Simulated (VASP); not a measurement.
Here is the system:

```yaml
crystal:
  lattice:
    - [0.00000, 2.77000, 2.77000]
    - [2.77000, 0.00000, 2.77000]
    - [2.77000, 2.77000, 0.00000]
  atoms:
    - { symbol: Ba, position: [0.00000, 0.00000, 0.00000] }
    - { symbol: O, position: [0.50000, 0.50000, 0.50000] }
```

Method: PBE GGA, VASP's PBE PAW potentials (set 64) (plane waves; VASP). Settings: 520 eV cut-off, 6×6×6 Γ-centred mesh, Gaussian smearing of 0.050 eV, potentials Ba_sv O.

Unless said otherwise, spin-orbit coupling is left out, though it shifts the bands of the heavy elements here.

Task: Predict the energy per atom (σ→0), pressure, band gap (on the k-mesh) with the smallest direct gap where there is one.

Result: 
```yaml
band gap (on the k-mesh): 1.98 eV
smallest direct gap (on the k-mesh): 1.98 eV
energy per atom (σ→0): -5896 meV/atom
pressure: 3.00 GPa
```

Only differences to runs with the same potentials and settings are physical.

The compound is BaO in the rock salt structure. The cell was not relaxed at this level.
